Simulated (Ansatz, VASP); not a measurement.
# Cross-check of C (Diamond) between VASP and Ansatz, part 2 of 2

Wanted: the spread between two codes on one cell, functional and k mesh.

VASP 6.6.1 and Ansatz 0.2.0.

So far. Step 4 (Differences): Among the levels compared at these points, filled levels agree within 5 meV and empty ones within 12 meV.

## Step 5: VASP: band structure, B3LYP with an exact-exchange share of 0.2

Level of this step: B3LYP; plane waves and PAW (C) (VASP).

Levels along a path test the potential and the projectors away from the mesh points.

The run reads the wave functions of an earlier VASP run, which isn't shown here.

File INCAR:

```
SYSTEM = C
PREC = Accurate
ENCUT = 520
EDIFF = 1E-06
NELM = 100
ISMEAR = 0
SIGMA = 0.02
LREAL = .FALSE.
ALGO = Normal
LHFCALC = .TRUE.
AEXX = 0.2
GGA = B3
AGGAX = 0.72
AGGAC = 0.81
ALDAC = 0.19
LASPH = .TRUE.
NBANDS = 10
PRECFOCK = Fast
HFRCUT = -1
LORBIT = 11
LWAVE = .FALSE.
LCHARG = .FALSE.
KPAR = 4
```

File POSCAR:

```
C
1.0
    0.0000000000      1.7833700000      1.7833700000
    1.7833700000      0.0000000000      1.7833700000
    1.7833700000      1.7833700000      0.0000000000
C
2
Direct
    0.0000000000      0.0000000000      0.0000000000
    0.2500000000      0.2500000000      0.2500000000
```

File KPOINTS:

```
Automatic mesh
0
Gamma
7 7 7
0 0 0
```

File KPOINTS_OPT:

```
Line mode
6
Line-mode
Reciprocal
  0.00000000   0.00000000   0.00000000 GAMMA
  0.50000000   0.00000000   0.50000000 X

  0.50000000   0.00000000   0.50000000 X
  0.50000000   0.25000000   0.75000000 W

  0.50000000   0.25000000   0.75000000 W
  0.37500000   0.37500000   0.75000000 K

  0.37500000   0.37500000   0.75000000 K
  0.00000000   0.00000000   0.00000000 GAMMA

  0.00000000   0.00000000   0.00000000 GAMMA
  0.50000000   0.50000000   0.50000000 L

  0.50000000   0.50000000   0.50000000 L
  0.62500000   0.25000000   0.62500000 U

  0.62500000   0.25000000   0.62500000 U
  0.50000000   0.25000000   0.75000000 W

  0.50000000   0.25000000   0.75000000 W
  0.50000000   0.50000000   0.50000000 L

  0.50000000   0.50000000   0.50000000 L
  0.37500000   0.37500000   0.75000000 K

  0.62500000   0.25000000   0.62500000 U
  0.50000000   0.00000000   0.50000000 X
```

Potentials, in the order of the species: C (PBE family, release 64).

The run is started by

```bash
mpirun -np 4 vasp_std
```

Numbers of over 12 decimals in the logs are rounded to 6 here.

Log:

```text
[banner, memory and clock lines left out]
running    4 mpi-ranks, on    1 nodes
[...]
|                                                                             |
|               ----> ADVICE to this user running VASP <----                  |
|                                                                             |
|     You enforced a specific xc type in the INCAR file but a different       |
|     [... a line on the potential file left out ...]
|     I HOPE YOU KNOW WHAT YOU ARE DOING!                                     |
|                                                                             |

 LDA part: xc-table for (Slater(with rela. corr.)+VWN3), standard interpolation
 found WAVECAR, reading the header
 POSCAR, INCAR and KPOINTS ok, starting setup
[...]
HFRCUT set to (new)   9.757082
 reading WAVECAR
 the WAVECAR file was read successfully
 initial charge from wavefunction
 entering main loop
       N       E                     dE             d eps       ncg     rms          rms(c)
[...]
DAV:   6    -0.201361649004E+02    0.16700E-04   -0.20404E-05   442   0.335E-02    0.239E-02
DAV:   7    -0.201361611716E+02    0.37288E-05   -0.47327E-06   408   0.160E-02    0.141E-02
DAV:   8    -0.201361603797E+02    0.79192E-06   -0.11285E-06   230   0.799E-03
   1 F= -.20136160E+02 E0= -.20136160E+02  d E =-.132939E-12
 Start KPOINTS_OPT (optional k-point list driver)
k-point batch [1-20\60]
       N       E                     dE             ncg
DAV:   1     0.297472475143E+03   -0.83602E+04      400
DAV:   2    -0.112032753667E+03   -0.40951E+03      516
DAV:   3    -0.130002424026E+03   -0.17970E+02      494
DAV:   4    -0.130161197918E+03   -0.15877E+00      442
DAV:   5    -0.130162542524E+03   -0.13446E-02      446
DAV:   6    -0.130162544163E+03   -0.16393E-05      452
DAV:   7    -0.130162544165E+03   -0.22172E-08      364
[...]
k-point batch [41-60\60]
       N       E                     dE             ncg
DAV:   1     0.205816978840E+03   -0.88113E+04      416
DAV:   2    -0.173523072676E+03   -0.37934E+03      506
DAV:   3    -0.183222840999E+03   -0.96998E+01      492
DAV:   4    -0.183289087552E+03   -0.66247E-01      482
DAV:   5    -0.183289222072E+03   -0.13452E-03      472
DAV:   6    -0.183289222224E+03   -0.15229E-06      460
```

From OUTCAR (step 5):

```text
 POSITION                                       TOTAL-FORCE (eV/Angst)
 -----------------------------------------------------------------------------------
      0.00000      0.00000      0.00000         0.000000      0.000000      0.000000
      0.89168      0.89168      0.89168        -0.000000     -0.000000     -0.000000
 -----------------------------------------------------------------------------------
    total drift:                                0.000000      0.000000     -0.000000

  FREE ENERGIE OF THE ION-ELECTRON SYSTEM (eV)
  ---------------------------------------------------
  free  energy   TOTEN  =       -20.1361603797 eV

  energy  without entropy=      -20.1361603797  energy(sigma->0) =      -20.13616038

[... 2 parts as in an earlier step ...]

[... 1 further part left out ...]
[key lines of the parts left out:]
E-fermi :   9.1002
```

## Step 6: Ansatz: band structure, B3LYP with an exact-exchange share of 0.2

The same cell, functional (in two slightly different forms), mesh and smearing now go to Ansatz, which takes its cutoff from its data sets.

File input.yaml:

```yaml
crystal:
  lattice:
    - [0.0, 1.78337, 1.78337]
    - [1.78337, 0.0, 1.78337]
    - [1.78337, 1.78337, 0.0]
  atoms:
    - { symbol: C, position: [0.0, 0.0, 0.0] }
    - { symbol: C, position: [0.25, 0.25, 0.25] }
hamiltonian:
  xc: b3lyp
  pseudopotentials: { kind: paw }
kpoints:
  mp_grid: { grid: [7, 7, 7] }
  band_path:
    path:
      - [0.0, 0.0, 0.0]
      - [0.4, 0.0, 0.4]
      - [0.5, 0.0, 0.5]
      - [0.5, 0.2, 0.7]
      - [0.4, 0.35, 0.75]
      - [0.15, 0.15, 0.3]
      - [0.2, 0.2, 0.2]
      - [0.55, 0.4, 0.55]
      - [0.6, 0.25, 0.65]
      - [0.5, 0.25, 0.75]
      - [0.5, 0.5, 0.5]
      - [0.375, 0.375, 0.75]
      - [0.5, 0.0, 0.5]
    npoints: 1
scf:
  occupations: { method: gaussian, width: 0.02 }
  n_extra_bands: 7
output:
  forces: true
  stress: true
  eigenvalues: true
```

The run is started by

```bash
ansatz run input.yaml --threads 4 --pin off --max-ram 9216MiB --backend cpu --events-out ev --progress --plain --runs-dir out
```

Log:

```text
[...]
Crystal: 2 atoms, lattice volume = 11.344 Å³
Basis set: ecut = 420 eV, 229 PW (Γ), exchange–correlation on 36×36×36 points (8 copies of the dense FFT grid, shifted against one another)
Bands: 11, of which v1, the nominal top of the filled ones, is band 4 counted from 1 (3 counted from 0)
Symmetry: 48 space group operations
[...]
k-points: 20 of 343
[...]
P = ⅓ Tr σ = 0.3923 GPa (3.923 kbar)
--- Band table (eV; the first three rows and the last of 20) ---
  k-point 0: bands = [-10.2836, 12.5992, 12.5992, 12.5992, 20.0315, 20.0315, 20.0315, 28.1785, ... 3 higher]
  k-point 1: bands = [-9.6876, 9.4837, 11.7595, 11.7595, 21.1445, 21.1445, 21.5814, 28.6812, ... 3 higher]
  k-point 2: bands = [-7.9255, 4.3244, 10.4639, 10.4639, 22.6462, 22.6462, 22.9156, 29.8702, ... 3 higher]
  k-point 19: bands = [-1.3786, 0.4314, 3.0127, 5.6680, 22.7713, 26.5423, 27.6638, 28.5269, ... 3 higher]
[key lines of the parts left out:]
Free energy (F): -503.829680 eV
Fermi energy:    15.659427 eV
```

Elapsed: 7 s, on 4 threads of Arm Neoverse V2, shared host; peak memory 0.44 GiB; 24 s of CPU time.

## Step 7: Comparison

What differs besides the data sets and the points named for the pairs above, as far as they apply: VASP's log shows a relativistic correction to its local exchange, Ansatz's none. Total energies have different zeros and are not compared.

Compared:

| quantity | Ansatz | VASP | difference |
| --- | --- | --- | --- |
| gap over the path points (eV) | 6.032 | 6.038 | -0.006 |

Levels at points of the path, from each program's valence-band top (eV; 3 filled, then empty):

| k (reciprocal lattice) | Ansatz | VASP |
| --- | --- | --- |
| 0.000 0.000 0.000 | 0.00 0.00 0.00 7.43 7.43 7.43 | 0.00 0.00 0.00 7.44 7.44 7.44 |
| 0.400 0.000 0.400 | -10.13 -6.28 -6.28 6.03 8.20 18.08 | -10.12 -6.27 -6.27 6.04 8.20 18.10 |
| 0.500 0.000 0.500 | -13.66 -6.67 -6.67 6.67 6.67 19.28 | -13.65 -6.66 -6.66 6.67 6.67 19.30 |
| 0.500 0.200 0.700 | -12.96 -8.52 -8.52 11.45 11.45 15.79 | -12.95 -8.51 -8.51 11.46 11.46 15.81 |
| 0.400 0.350 0.750 | -12.54 -9.72 -5.92 7.94 12.91 16.53 | -12.53 -9.71 -5.90 7.95 12.93 16.55 |
| 0.150 0.150 0.300 | -5.35 -4.36 -1.19 9.23 10.51 10.77 | -5.34 -4.35 -1.18 9.24 10.52 10.78 |
| 0.200 0.200 0.200 | -5.15 -1.39 -1.39 9.25 9.25 9.65 | -5.14 -1.39 -1.39 9.26 9.26 9.67 |
| 0.550 0.400 0.550 | -13.63 -5.23 -3.82 9.55 12.21 12.93 | -13.62 -5.22 -3.81 9.56 12.22 12.95 |
| 0.600 0.250 0.650 | -12.54 -9.72 -5.92 7.94 12.91 16.53 | -12.53 -9.71 -5.90 7.95 12.93 16.55 |
| 0.500 0.250 0.750 | -12.87 -8.72 -8.72 12.74 12.74 14.57 | -12.86 -8.71 -8.71 12.75 12.75 14.60 |

Among the levels compared at these points, filled levels agree within 12 meV and empty ones within 31 meV.

## Step 8: What came out

```json
{"difference in gap over the path points (band structure, HSE06)": "0.0093 eV", "difference in gap over the path points (band structure, B3LYP with an exact-exchange share of 0.2)": "-0.0057 eV"}
```

What this shows: The difference in gap over the path points is 0.0093 eV (band structure, HSE06), within the 0.08 eV picked in this series as the mark of a large difference. Such differences can come from data sets, numerical settings and the points named under the comparisons, not from the functional's error against experiment.

[Lines on the potential files, build, host, timing and source positions are cut from VASP's logs without a mark.]

[Logs are printed without paths, hosts, clocks, repeated set-up lines and the standing remarks that a program may print on its own settings, such as how far it seeks lower states.]

[Hosts, paths, dates, database ids (printed as entryN), source tags and the programs' standing remarks are cut or masked in the printed files.]
